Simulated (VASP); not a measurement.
Here is the system:

```
CELL_PARAMETERS angstrom
      1.74737    -3.02653     0.00000
      1.74737     3.02653     0.00000
      0.00000     0.00000     5.59323
ATOMIC_POSITIONS crystal
  Tl 0.33333 0.66667 0.25000
  Tl 0.66667 0.33333 0.75000
```

These are optB86b-vdW, VASP's PBE PAW potentials (set 64) (plane waves; VASP) values and carry that method's errors. Numerical set-up: 520 eV cut-off, Gaussian smearing of 0.050 eV, potentials Tl_d.

Question: Give the energies of bands 11 to 16 at the high-symmetry points, in eV from the Fermi level.

Answer: 
```csv
band,Γ,M,K,A,L,H
11,-9.89,-5.84,-4.72,-8.51,-4.85,-4.26
12,-5.24,-4.74,-4.72,-8.51,-4.85,-4.26
13,-2.73,-0.82,-1.26,3.16,-2.19,-0.88
14,7.65,0.44,1.64,3.16,-2.19,-0.88
15,7.65,1.29,1.64,8.59,5.34,0.21
16,9.65,3.71,2.68,8.59,5.34,0.21
```

It has no gap at this level: it comes out as a metal or semimetal.

The compound is Tl in the hcp structure. It was relaxed first.
